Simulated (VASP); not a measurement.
Level of theory: PBE GGA, VASP's PBE PAW potentials (set 64) (plane waves; VASP).

VASP ran on this input.

**INCAR**
```
SYSTEM = PtS2
PREC = Normal; ENCUT = 400; LREAL = .FALSE.
LASPH = .TRUE.
EDIFF = 1E-5; NELM = 100; NELMIN = 4
ALGO = Fast; LMAXMIX = 6
ISMEAR = 0; SIGMA = 0.05
GGA = PE
IBRION = 2; NSW = 20; ISIF = 2
EDIFFG = -0.03
LWAVE = .FALSE.; LCHARG = .FALSE.
```

File POSCAR:
```
PtS2
1.0
  3.5710133167   0.0000000000   0.0000000000
 -1.7855066584   3.0925883218   0.0000000000
  0.0000000000   0.0000000000   6.4110741931
Pt S
1 2
Cartesian
  0.0000000000   0.0000000000   0.0000000000
 -0.0000017855   2.0617265787   1.4745470644
  1.7855084438   1.0308617431   4.9365271287
```

**KPOINTS**
```
Automatic
0
gamma
 10 10 5
```

POTCAR, in this order: Pt S (PBE.64 set). Program: vasp_std.

The resulting files:

OUTCAR:
```
 ion  position               nearest neighbor table
   1  0.000  0.000  0.000-   2 2.53   3 2.53   3 2.53   2 2.53   3 2.53   2 2.53
   2  0.333  0.667  0.230-   1 2.53   1 2.53   1 2.53
   3  0.667  0.333  0.770-   1 2.53   1 2.53   1 2.53
  LATTYP: Found a hexagonal cell.
 ALAT       =     3.5710133167
 C/A-ratio  =     1.7953095171
 Subroutine PRICEL returns:
 Original cell was already a primitive cell.
 Subroutine GETGRP returns: Found 12 space group operations
The static configuration has the point symmetry D_3d.
The dynamic configuration has the point symmetry D_3d.
 Subroutine INISYM returns: Found 12 space group operations
 Subroutine IBZKPT returns following result:
 Found     58 irreducible k-points:

 Following reciprocal coordinates:
            Coordinates               Weight
  0.000000  0.000000  0.000000      1.000000
  0.100000  0.000000  0.000000      6.000000
  0.200000  0.000000  0.000000      6.000000
  0.300000  0.000000  0.000000      6.000000
  0.400000  0.000000  0.000000      6.000000
  0.500000  0.000000  0.000000      3.000000
  0.100000  0.100000  0.000000      6.000000
...
```

File OSZICAR:
```
       N       E                     dE             d eps       ncg     rms          rms(c)
DAV:   1     0.959721971741E+02    0.95972E+02   -0.86846E+03  1788   0.102E+03
DAV:   2    -0.113845949007E+02   -0.10736E+03   -0.10498E+03  2237   0.210E+02
DAV:   3    -0.160470879287E+02   -0.46625E+01   -0.46329E+01  2231   0.488E+01
DAV:   4    -0.161076344100E+02   -0.60546E-01   -0.60532E-01  2210   0.597E+00
DAV:   5    -0.161090239574E+02   -0.13895E-02   -0.13895E-02  2321   0.873E-01    0.133E+01
RMM:   6    -0.152481081999E+02    0.86092E+00   -0.74941E+00  1740   0.172E+01    0.983E+00
RMM:   7    -0.148291264250E+02    0.41898E+00   -0.76035E-01  1740   0.637E+00    0.475E+00
RMM:   8    -0.148182322445E+02    0.10894E-01   -0.11941E-01  1740   0.206E+00    0.973E-01
RMM:   9    -0.148112895910E+02    0.69427E-02   -0.21702E-02  1740   0.109E+00    0.242E-01
RMM:  10    -0.148112386789E+02    0.50912E-04   -0.44561E-03  1741   0.483E-01    0.819E-02
RMM:  11    -0.148113679806E+02   -0.12930E-03   -0.10062E-03  1773   0.229E-01    0.576E-02
RMM:  12    -0.148113842113E+02   -0.16231E-04   -0.19268E-04  1774   0.100E-01    0.512E-02
RMM:  13    -0.148114002335E+02   -0.16022E-04   -0.11438E-04  1720   0.695E-02    0.506E-02
RMM:  14    -0.148113936732E+02    0.65602E-05   -0.26224E-05  1178   0.381E-02
   1 F= -.14811394E+02 E0= -.14811394E+02  d E =-.148114E+02
       N       E                     dE             d eps       ncg     rms          rms(c)
DAV:   1    -0.151686117695E+02   -0.35721E+00   -0.28195E+01  1740   0.310E+01    0.506E+00
RMM:   2    -0.152487740690E+02   -0.80162E-01   -0.10081E+00  1740   0.770E+00    0.106E+00
RMM:   3    -0.152674656935E+02   -0.18692E-01   -0.19053E-01  1757   0.339E+00    0.101E+00
RMM:   4    -0.152701046981E+02   -0.26390E-02   -0.37190E-02  1816   0.150E+00    0.813E-01
RMM:   5    -0.152700949690E+02    0.97291E-05   -0.14356E-02  1740   0.817E-01    0.234E-01
RMM:   6    -0.152696204824E+02    0.47449E-03   -0.18035E-03  1778   0.364E-01    0.108E-01
RMM:   7    -0.152694101661E+02    0.21032E-03   -0.15400E-03  1740   0.233E-01    0.292E-02
RMM:   8    -0.152694294174E+02   -0.19251E-04   -0.19373E-04  1739   0.117E-01    0.139E-02
RMM:   9    -0.152694370719E+02   -0.76544E-05   -0.91905E-05  1594   0.632E-02
   2 F= -.15269437E+02 E0= -.15269437E+02  d E =-.458043E+00
       N       E                     dE             d eps       ncg     rms          rms(c)
DAV:   1    -0.153505720396E+02   -0.81143E-01   -0.30524E+01  1740   0.324E+01    0.567E+00
RMM:   2    -0.154391314966E+02   -0.88559E-01   -0.11366E+00  1740   0.812E+00    0.135E+00
RMM:   3    -0.154619403913E+02   -0.22809E-01   -0.23076E-01  1766   0.364E+00    0.112E+00
RMM:   4    -0.154636077764E+02   -0.16674E-02   -0.34805E-02  1773   0.156E+00    0.592E-01
RMM:   5    -0.154638975179E+02   -0.28974E-03   -0.94908E-03  1753   0.801E-01    0.142E-01
RMM:   6    -0.154638443828E+02    0.53135E-04   -0.23034E-03  1839   0.370E-01    0.663E-02
RMM:   7    -0.154638529594E+02   -0.85766E-05   -0.73417E-04  1770   0.186E-01    0.217E-02
RMM:   8    -0.154638652357E+02   -0.12276E-04   -0.13346E-04  1632   0.886E-02    0.157E-02
RMM:   9    -0.154638682795E+02   -0.30438E-05   -0.34383E-05  1279   0.409E-02
   3 F= -.15463868E+02 E0= -.15463868E+02  d E =-.652475E+00
       N       E                     dE             d eps       ncg     rms          rms(c)
DAV:   1    -0.154643493108E+02   -0.48408E-03   -0.22551E-01  2279   0.277E+00    0.349E-01
RMM:   2    -0.154648409801E+02   -0.49167E-03   -0.62866E-03  1740   0.584E-01    0.133E-01
RMM:   3    -0.154649406466E+02   -0.99666E-04   -0.99255E-04  1744   0.252E-01    0.690E-02
RMM:   4    -0.154649577029E+02   -0.17056E-04   -0.19886E-04  1719   0.115E-01    0.309E-02
RMM:   5    -0.154649594293E+02   -0.17264E-05   -0.46258E-05  1376   0.585E-02
   4 F= -.15464959E+02 E0= -.15464959E+02  d E =-.653566E+00
```

**OUTCAR**
```
------------------------ aborting loop because EDIFF is reached ----------------------------------------
  FORCE on cell =-STRESS in cart. coord.  units (eV):
  Direction    XX          YY          ZZ          XY          YZ          ZX
  --------------------------------------------------------------------------------------
  Total        0.0481117      0.0481117      0.0084187     -0.0000000      0.0000000      0.0000000
  in kB        1.0887225      1.0887225      0.1905070     -0.0000000      0.0000000      0.0000000
  external PRESSURE =       0.7893173 kB  Pullay stress =       0.0000000 kB
  volume of cell :       70.80
      direct lattice vectors                 reciprocal lattice vectors
     3.571013317  0.000000000  0.000000000     0.280032560  0.161676870  0.000000000
    -1.785506658  3.092588322  0.000000000     0.000000000  0.323353740  0.000000000
     0.000000000  0.000000000  6.411074193     0.000000000  0.000000000  0.155980101
 POSITION                                       TOTAL-FORCE (eV/Angst)
 -----------------------------------------------------------------------------------
      0.00000      0.00000      0.00000        -0.000000      0.000000      0.000000
     -0.00000      2.06173      1.22667        -0.000000     -0.000000      0.013389
      1.78551      1.03086      5.18440         0.000000      0.000000     -0.013389
 -----------------------------------------------------------------------------------
    total drift:                                0.000000     -0.000000      0.000000
  FREE ENERGIE OF THE ION-ELECTRON SYSTEM (eV)
  ---------------------------------------------------
  free  energy   TOTEN  =       -15.4649594293 eV

  energy  without entropy=      -15.4649594293  energy(sigma->0) =      -15.46495943

 reached required accuracy - stopping structural energy minimisation
```
(Selected blocks of OUTCAR.)

File CONTCAR:
```
PtS2
   1.00000000000000
     3.5710133167000002    0.0000000000000000    0.0000000000000000
    -1.7855066583999999    3.0925883218000001    0.0000000000000000
     0.0000000000000000    0.0000000000000000    6.4110741931000002
  Pt              S
     1     2
Direct
     0.0000000000000000    0.0000000000000000    0.0000000000000000
     0.3333330000000032    0.6666669999999968    0.1913364835100640
     0.6666669999999968    0.3333330000000032    0.8086635164899361
```

Without a dispersion term in the relaxation, distances and binding between the weakly bound layers, chains or molecules are unreliable, and so is what depends on them.

The compound is PtS2 in the 1T layered structure. This run relaxes the ions in a fixed cell. Symmetry was kept, so distortions that lower it aren't found.
